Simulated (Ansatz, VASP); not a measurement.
**Cross-check of HfC between VASP and Ansatz**

One calculation is typed for both programs; each brings its own data sets. How far apart do they land? The cell is taken from a series of runs on this material, whose earlier steps may have relaxed, scaled, displaced or heated it; both programs get it as it stands.

Main program and level: Ansatz 0.2.0; plane waves, with VASP 6.6.1 beside it; PBEsol.

**1. Starting point**

Symmetry: I4/mmm, No. 139, tetragonal system. The conventional cell has a = 3.269 Å, b = 3.269 Å, c = 4.515 Å, α = 90.00°, β = 90.00°, γ = 90.00°. Nearest to C lie 6 Hf at 2.26 to 2.31 Å. Hf has 6 C at 2.26 to 2.31 Å nearest. Farther neighbours are not listed.

Coordinates:

```xyz
2
Lattice="0.0000 2.3113 2.2575 2.3113 0.0000 2.2575 2.3113 2.3113 0.0000" Properties=species:S:1:pos:R:3 pbc="T T T"
C     0.0000    0.0000    0.0000
Hf    2.3113    2.3113    2.2575
```

**2. VASP: zone-centre phonons, PBEsol**

Second derivatives magnify differences that forces hide, and they need a tight electronic threshold.

Lines of VASP's logs that name or quote its potential files are left out, and so is its time.

INCAR reads:

```
SYSTEM = HfC
PREC = Accurate
ENCUT = 600
EDIFF = 1E-08
NELM = 120
ISMEAR = 1
SIGMA = 0.2
LREAL = .FALSE.
ALGO = Normal
GGA = PS
NBANDS = 13
LASPH = .TRUE.
LORBIT = 11
LWAVE = .FALSE.
LCHARG = .FALSE.
ISIF = 2
IBRION = 8
GGA_COMPAT = .FALSE.
KPAR = 2
```

POSCAR reads:

```
HfC
1.0
    0.0000000000      2.3113069913      2.2575084691
    2.3113069913      0.0000000000      2.2575084691
    2.3113069913      2.3113069913      0.0000000000
C Hf
1 1
Direct
    0.0000000000      0.0000000000      0.0000000000
    0.5000000000      0.5000000000      0.5000000000
```

KPOINTS reads:

```
Automatic mesh
0
Gamma
16 16 16
0 0 0
```

The projector-augmented-wave data sets are C and Hf_pv (PBE family, release 64).

Command:

```
mpirun -np 2 vasp_std
```

Numbers of over 12 decimals in the logs are rounded to 6 here.

The program printed:

```text
[banner, memory and clock lines left out]
running    2 mpi-ranks, on    1 nodes
 distrk:  each k-point on    1 cores,    2 groups
 distr:  one band on    1 cores,    1 groups

 POSCAR found type information on POSCAR C Hf
 POSCAR found :  2 types and       2 ions
|                                                                             |
|               ----> ADVICE to this user running VASP <----                  |
|                                                                             |
|     You enforced a specific xc type in the INCAR file but a different       |
|     [... a line on the potential file left out ...]
|     I HOPE YOU KNOW WHAT YOU ARE DOING!                                     |
|                                                                             |

 LDA part: xc-table for (Slater+PW92), standard interpolation
 POSCAR, INCAR and KPOINTS ok, starting setup
 FFT: planning ... GRIDC
 FFT: planning ... GRID_SOFT
 FFT: planning ... GRID
 WAVECAR not read
 entering main loop
       N       E                     dE             d eps       ncg     rms          rms(c)
DAV:   1     0.249226784467E+02    0.24923E+02   -0.86009E+03  9090   0.119E+03
DAV:   2    -0.233063200697E+02   -0.48229E+02   -0.45166E+02 11445   0.221E+02
DAV:   3    -0.250413693725E+02   -0.17350E+01   -0.17264E+01 11358   0.300E+01
DAV:   4    -0.250508721526E+02   -0.95028E-02   -0.95015E-02 10133   0.263E+00
DAV:   5    -0.250509342631E+02   -0.62110E-04   -0.62108E-04 11352   0.197E-01    0.625E+01
DAV:   6    -0.222463754537E+02    0.28046E+01   -0.11998E+01 10439   0.186E+01    0.438E+01
DAV:   7    -0.221957958292E+02    0.50580E-01   -0.51688E-01 10384   0.523E+00    0.238E+01
DAV:   8    -0.221847869961E+02    0.11009E-01   -0.48959E-02 11044   0.180E+00    0.466E+00
DAV:   9    -0.221804811021E+02    0.43059E-02   -0.20235E-02 10764   0.786E-01    0.186E+00
DAV:  10    -0.221800850764E+02    0.39603E-03   -0.15688E-03 10945   0.293E-01    0.617E-02
DAV:  11    -0.221800824612E+02    0.26152E-05   -0.73098E-05 10624   0.796E-02    0.206E-02
DAV:  12    -0.221800820011E+02    0.46010E-06   -0.25698E-06 11364   0.135E-02    0.894E-03
DAV:  13    -0.221800818841E+02    0.11703E-06   -0.24073E-07 11045   0.342E-03    0.170E-03
DAV:  14    -0.221800818687E+02    0.15394E-07   -0.17345E-08  8927   0.110E-03    0.500E-04
DAV:  15    -0.221800818780E+02   -0.92398E-08   -0.19281E-09  5237   0.403E-04
   1 F= -.22180082E+02 E0= -.22179989E+02  d E =-.279822E-03
 Linear response reoptimize wavefunctions to high precision
DAV:   1    -0.221800818805E+02   -0.25389E-08   -0.28845E-10  5847   0.153E-04
DAV:   2    -0.221800818805E+02   -0.27512E-10   -0.27198E-11  4837   0.445E-05
 Linear response DOF=           4
 Linear response progress:
  Degree of freedom:   1/  4
       N       E                     dE             d eps       ncg     rms          rms(c)
RMM:   1    -0.122342974513E+00   -0.12234E+00    0.30704E-02 35788   0.188E+00
RMM:   2    -0.118692133932E+00    0.36508E-02   -0.31905E-03 25878   0.346E-01    0.400E-01
RMM:   3    -0.119058090536E+00   -0.36596E-03   -0.62752E-04 23563   0.144E-01    0.209E-01
RMM:   4    -0.119986693388E+00   -0.92860E-03   -0.39264E-04 24304   0.111E-01    0.371E-02
RMM:   5    -0.119990863915E+00   -0.41705E-05   -0.10092E-05 26900   0.235E-02    0.111E-02
RMM:   6    -0.119990037014E+00    0.82690E-06   -0.36852E-07 28509   0.418E-03    0.443E-03
RMM:   7    -0.119979810058E+00    0.10227E-04   -0.77757E-08 27517   0.199E-03    0.261E-03
RMM:   8    -0.119982280120E+00   -0.24701E-05   -0.77469E-09 29075   0.657E-04    0.391E-04
RMM:   9    -0.119981906004E+00    0.37412E-06    0.80963E-12 29922   0.118E-04    0.168E-04
RMM:  10    -0.119981903634E+00    0.23703E-08   -0.17513E-09 31085   0.286E-05    0.428E-05
 first order change of Fermi-energy  -0.14078E-02
 force on displaced ion       1 direction 1 :  -7.918   0.000   0.000
 Linear response progress:
  Degree of freedom:   2/  4
       N       E                     dE             d eps       ncg     rms          rms(c)
RMM:   1    -0.125192614127E+00   -0.12519E+00    0.20868E-02 19840   0.195E+00
RMM:   2    -0.119775286122E+00    0.54173E-02   -0.40319E-03 14556   0.375E-01    0.519E-01
RMM:   3    -0.120143243967E+00   -0.36796E-03   -0.75837E-04 13298   0.157E-01    0.275E-01
RMM:   4    -0.121130670281E+00   -0.98743E-03   -0.42719E-04 13473   0.116E-01    0.439E-02
RMM:   5    -0.121126338257E+00    0.43320E-05   -0.12016E-05 14871   0.257E-02    0.128E-02
RMM:   6    -0.121127441652E+00   -0.11034E-05   -0.40699E-07 15830   0.440E-03    0.471E-03
RMM:   7    -0.121115277131E+00    0.12165E-04   -0.10941E-07 15124   0.232E-03    0.264E-03
RMM:   8    -0.121118785667E+00   -0.35085E-05   -0.10708E-08 16162   0.707E-04    0.428E-04
RMM:   9    -0.121118070096E+00    0.71557E-06   -0.34990E-10 16664   0.137E-04    0.156E-04
RMM:  10    -0.121118045193E+00    0.24903E-07   -0.11057E-09 17216   0.330E-05    0.285E-05
RMM:  11    -0.121118049805E+00   -0.46124E-08   -0.27774E-09 16636   0.119E-05    0.459E-06
 first order change of Fermi-energy   0.16639E-02
 force on displaced ion       1 direction 3 :   0.000   0.000 -10.954
 Linear response progress:
  Degree of freedom:   3/  4
       N       E                     dE             d eps       ncg     rms          rms(c)
RMM:   1    -0.215613540383E+00   -0.21561E+00    0.36822E+00 18004   0.119E+01
RMM:   2    -0.211483146429E+00    0.41304E-02   -0.31069E-02 24938   0.128E+00    0.503E-01
RMM:   3    -0.210782759078E+00    0.70039E-03   -0.92315E-04 31108   0.152E-01    0.203E-01
RMM:   4    -0.210293877356E+00    0.48888E-03   -0.74653E-05 33354   0.529E-02    0.128E-01
RMM:   5    -0.209849571543E+00    0.44431E-03   -0.27349E-05 33042   0.388E-02    0.124E-02
RMM:   6    -0.209841768827E+00    0.78027E-05   -0.20683E-06 33876   0.997E-03    0.543E-03
RMM:   7    -0.209850692401E+00   -0.89236E-05   -0.38836E-07 35638   0.228E-03    0.563E-03
RMM:   8    -0.209850897292E+00   -0.20489E-06   -0.15312E-06 35338   0.535E-04    0.166E-03
RMM:   9    -0.209851253222E+00   -0.35593E-06   -0.18752E-06 37040   0.252E-04    0.676E-05
RMM:  10    -0.209851559221E+00   -0.30600E-06   -0.13141E-06 35597   0.837E-05    0.148E-05
RMM:  11    -0.209851615827E+00   -0.56606E-07   -0.60024E-07 38915   0.311E-05    0.283E-05
RMM:  12    -0.209851627955E+00   -0.12128E-07   -0.30467E-07 34879   0.133E-05    0.126E-05
RMM:  13    -0.209851633302E+00   -0.53470E-08   -0.15901E-07 30442   0.795E-06    0.771E-06
RMM:  14    -0.209851633625E+00   -0.32299E-09   -0.89376E-08 24592   0.570E-06    0.694E-06
 first order change of Fermi-energy   0.15630E-02
 force on displaced ion       2 direction 1 :  -7.918   0.000   0.000
 Linear response progress:
  Degree of freedom:   4/  4
       N       E                     dE             d eps       ncg     rms          rms(c)
RMM:   1    -0.213136524487E+00   -0.21314E+00    0.39097E+00 10185   0.121E+01
RMM:   2    -0.209025911288E+00    0.41106E-02   -0.31383E-02 14057   0.129E+00    0.593E-01
RMM:   3    -0.208219373617E+00    0.80654E-03   -0.97284E-04 17350   0.161E-01    0.266E-01
RMM:   4    -0.207645933530E+00    0.57344E-03   -0.93118E-05 18479   0.614E-02    0.150E-01
RMM:   5    -0.207206359446E+00    0.43957E-03   -0.32379E-05 18704   0.412E-02    0.157E-02
RMM:   6    -0.207202731522E+00    0.36279E-05   -0.28661E-06 18615   0.116E-02    0.832E-03
RMM:   7    -0.207208597883E+00   -0.58664E-05   -0.30266E-07 20003   0.251E-03    0.772E-03
RMM:   8    -0.207208681925E+00   -0.84042E-07   -0.22603E-06 19912   0.640E-04    0.259E-03
RMM:   9    -0.207209352208E+00   -0.67028E-06   -0.30496E-06 20484   0.315E-04    0.458E-05
RMM:  10    -0.207209684282E+00   -0.33207E-06   -0.18911E-06 19926   0.106E-04    0.202E-05
RMM:  11    -0.207209758567E+00   -0.74286E-07   -0.90346E-07 21608   0.412E-05    0.229E-05
RMM:  12    -0.207209777999E+00   -0.19432E-07   -0.47215E-07 20013   0.190E-05    0.290E-05
RMM:  13    -0.207209790295E+00   -0.12296E-07   -0.23196E-07 18050   0.105E-05    0.132E-05
RMM:  14    -0.207209788809E+00    0.14864E-08   -0.13472E-07 13739   0.682E-06    0.135E-05
RMM:  15    -0.207209794552E+00   -0.57434E-08   -0.67917E-08 12943   0.508E-06    0.639E-06
 first order change of Fermi-energy  -0.14328E-02
 force on displaced ion       2 direction 3 :   0.000   0.000 -10.951
 Linear response finished
```

OUTCAR, selected parts (step 2):

```text
ion  position               nearest neighbor table
   1  0.000  0.000  0.000-   2 2.26   2 2.26   2 2.31   2 2.31   2 2.31   2 2.31
   2  0.500  0.500  0.500-   1 2.26   1 2.26   1 2.31   1 2.31   1 2.31   1 2.31

  LATTYP: Found a body centered tetragonal cell.
 ALAT       =     3.2686816939
 C/A-ratio  =     1.3812959967

 Subroutine GETGRP returns: Found 16 space group operations
 (whereof 16 operations were pure point group operations)

The static configuration has the point symmetry D_4h.

 Found    349 irreducible k-points:

   k-points           NKPTS =    349   k-points in BZ     NKDIM =    349   number of bands    NBANDS=     13

   dimension x,y,z NGX =    28 NGY =   28 NGZ =   28
   dimension x,y,z NGXF=    56 NGYF=   56 NGZF=   56

   ENCUT  =  600.0 eV  44.10 Ry    6.64 a.u.   6.45  6.45  6.53*2*pi/ulx,y,z

   NELECT =      14.0000    total number of electrons

 k-points in reciprocal lattice and weights: Automatic mesh
   0.00000000  0.00000000  0.00000000       0.000
   0.06250000 -0.00000000  0.00000000       0.002
   0.12500000 -0.00000000  0.00000000       0.002
   0.18750000 -0.00000000  0.00000000       0.002
   0.25000000 -0.00000000  0.00000000       0.002
   0.31250000 -0.00000000  0.00000000       0.002
   0.37500000 -0.00000000  0.00000000       0.002
   0.43750000 -0.00000000  0.00000000       0.002
   0.50000000 -0.00000000  0.00000000       0.001
[...]
-0.31250000  0.18750000  0.50000000       0.001
  -0.25000000  0.25000000  0.50000000       0.000

 average (electrostatic) potential at core
       1 -47.5275       2 -34.7237

  Total       -0.0601906     -0.0601906      1.6404245      0.0000000      0.0000000     -0.0000000
  in kB       -3.9981980     -3.9981980    108.9662968      0.0000000      0.0000000     -0.0000000
  external PRESSURE =      33.6566336 kB  Pullay stress =       0.0000000 kB

  energy-cutoff  :      600.00
  volume of cell :       24.12
      direct lattice vectors                 reciprocal lattice vectors
     0.000000000  2.311306991  2.257508469    -0.216327819  0.216327819  0.221483112
     2.311306991  0.000000000  2.257508469     0.216327819 -0.216327819  0.221483112
     2.311306991  2.311306991  0.000000000     0.216327819  0.216327819 -0.221483112

 POSITION                                       TOTAL-FORCE (eV/Angst)
 -----------------------------------------------------------------------------------
      0.00000      0.00000      0.00000        -0.000000      0.000000      0.000000
      2.31131      2.31131      2.25751         0.000000     -0.000000      0.000000
 -----------------------------------------------------------------------------------
    total drift:                                0.000000      0.000000      0.000000

 Eigenvectors and eigenvalues of the dynamical matrix
 ----------------------------------------------------

   1 f  =   15.423637 THz    96.909572 2PiTHz  514.477167 cm-1    63.787010 meV
             X         Y         Z           dx          dy          dz
      0.000000  0.000000  0.000000     0.000000   -0.000000   -0.967970
      2.311307  2.311307  2.257508    -0.000000    0.000000    0.251067

   2 f  =   13.112947 THz    82.391076 2PiTHz  437.400828 cm-1    54.230767 meV
             X         Y         Z           dx          dy          dz
      0.000000  0.000000  0.000000     0.967961   -0.000000    0.000000
      2.311307  2.311307  2.257508    -0.251102    0.000000    0.000000

   3 f  =   13.112947 THz    82.391076 2PiTHz  437.400828 cm-1    54.230767 meV
             X         Y         Z           dx          dy          dz
      0.000000  0.000000  0.000000    -0.000000   -0.967961    0.000000
      2.311307  2.311307  2.257508    -0.000000    0.251102   -0.000000

   4 f/i=    0.000075 THz     0.000472 2PiTHz    0.002508 cm-1     0.000311 meV
             X         Y         Z           dx          dy          dz
      0.000000  0.000000  0.000000    -0.246532   -0.047690    0.000000
      2.311307  2.311307  2.257508    -0.950343   -0.183839    0.000000

   5 f/i=    0.000075 THz     0.000472 2PiTHz    0.002508 cm-1     0.000311 meV
             X         Y         Z           dx          dy          dz
      0.000000  0.000000  0.000000    -0.047690    0.246532   -0.000000
      2.311307  2.311307  2.257508    -0.183839    0.950343   -0.000000

   6 f/i=    0.000474 THz     0.002980 2PiTHz    0.015818 cm-1     0.001961 meV
             X         Y         Z           dx          dy          dz
      0.000000  0.000000  0.000000    -0.000000    0.000000    0.251067
      2.311307  2.311307  2.257508    -0.000000    0.000000    0.967970

 ELASTIC MODULI CONTR FROM IONIC RELAXATION (kBar)
 Direction    XX          YY          ZZ          XY          YZ          ZX
 --------------------------------------------------------------------------------
 XX           0.0000      0.0000      0.0000      0.0000      0.0000      0.0000
 YY           0.0000      0.0000      0.0000      0.0000      0.0000      0.0000
 ZZ           0.0000      0.0000      0.0000      0.0000      0.0000      0.0000
 XY           0.0000      0.0000      0.0000      0.0000      0.0000      0.0000
 YZ           0.0000      0.0000      0.0000      0.0000      0.0000      0.0000
 ZX           0.0000      0.0000      0.0000      0.0000      0.0000      0.0000
 --------------------------------------------------------------------------------
```

[end of part 1 of 2]

[Lines on the potential files, build, host, timing and source positions are cut from VASP's logs without a mark.]

[Logs are printed without paths, hosts, clocks, repeated set-up lines and the standing remarks that a program may print on its own settings, such as how far it seeks lower states.]

[Hosts, paths, dates, database ids (printed as entryN), source tags and the programs' standing remarks are cut or masked in the printed files.]
